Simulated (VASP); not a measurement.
Consider the following.

```xyz
3
Lattice="1.8827 -3.2609 0.0000 1.8827 3.2609 0.0000 0.0000 0.0000 4.7726" Properties=species:S:1:pos:R:3 pbc="T T T"
Pt     3.7653     0.0000     0.0000
Se     1.8827     1.0870     1.2788
Se     1.8827    -1.0870     3.4938
```

Calculation: PBE GGA, VASP's PBE PAW potentials (set 64) (plane waves; VASP). Numerical set-up: 500 eV cut-off, 9×9×7 Γ-centred mesh, first-order Methfessel-Paxton smearing of 0.10 eV, potentials Pt Se.

Energy and stress use the plane-wave basis of the starting cell. Without a dispersion term in the relaxation, distances and binding between the weakly bound layers, chains or molecules are unreliable, and so is what depends on them.

**Question.** The ions, cell shape and volume at an external pressure of 10.0 GPa are relaxed. What does this cell relax into?

**Answer.** 
```xyz
3
Lattice="1.8679 -3.2353 0.0000 1.8679 3.2353 0.0000 0.0000 0.0000 4.6033" Properties=species:S:1:pos:R:3 pbc="T T T"
Pt     3.7358     0.0000     0.0000
Se     1.8679     1.0784     1.2709
Se     1.8679    -1.0784     3.3324
```
Space group P-3m1 (164), at a tolerance of 0.03 Å.

**Question.** How do energy and volume change from the first to the last step?

**Answer.** The energy (σ→0) changes by +45.4 meV/atom and the volume by -5.1 %, in 11 ionic steps.

```
step  E(σ→0) (eV)  max force (eV/Å)  pressure (GPa)  volume (Å³)
----  -----------  ----------------  --------------  -----------
1        -14.1724             0.017            5.01        58.60
2        -13.7895             1.045           20.70        53.59
3        -14.0878             0.324            9.88        56.76
4        -14.0856             0.331           10.00        56.73
5        -14.0714             0.220           10.03        56.34
6        -14.0253             0.059           10.27        55.48
7        -14.0333             0.015           10.22        55.60
8        -14.0319             0.023           10.24        55.58
9        -14.0479             0.059            9.39        55.83
10       -14.0411             0.043            9.78        55.72
11       -14.0362             0.004           10.03        55.64
```

The compound is PtSe2 in the 1T layered structure. This run relaxes it under an external pressure of 10 GPa. Symmetry was kept, so distortions that lower it aren't found.
